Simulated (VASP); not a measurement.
Data:

```yaml
crystal:
  lattice:
    - [2.63988, 0.00000, 0.00000]
    - [-1.31994, 2.28620, 0.00000]
    - [0.00000, 0.00000, 4.64237]
  atoms:
    - { symbol: P, position: [0.33333, 0.66667, 0.25000] }
    - { symbol: P, position: [0.66667, 0.33333, 0.75000] }
```

The numbers are results of PBEsol GGA, VASP's PBE PAW potentials (set 64) (plane waves; VASP), not measurements. Settings: 400 eV cut-off, Gaussian smearing of 0.050 eV, potentials P.

Question: Give the energies of bands 3 to 8 at the high-symmetry points, in eV from the Fermi level.

Answer: 
| band | Γ | M | K | A | L | H |
|---|---|---|---|---|---|---|
| 3 | -8.56 | -5.34 | -6.46 | -2.13 | -7.64 | -5.99 |
| 4 | 5.75 | -4.69 | -3.02 | -2.13 | -7.64 | -5.99 |
| 5 | 6.00 | -3.15 | -3.02 | 6.84 | 2.17 | -5.02 |
| 6 | 6.00 | -0.97 | -2.37 | 6.84 | 2.17 | -5.02 |
| 7 | 7.54 | 1.54 | -1.09 | 6.84 | 2.82 | 3.40 |
| 8 | 7.54 | 5.06 | -1.09 | 6.84 | 2.82 | 3.40 |

It has no gap at this level: it comes out as a metal or semimetal.

The structure was generated: P was put into the hcp type (P6_3/mmc), which need not be its known phase. It was relaxed first.
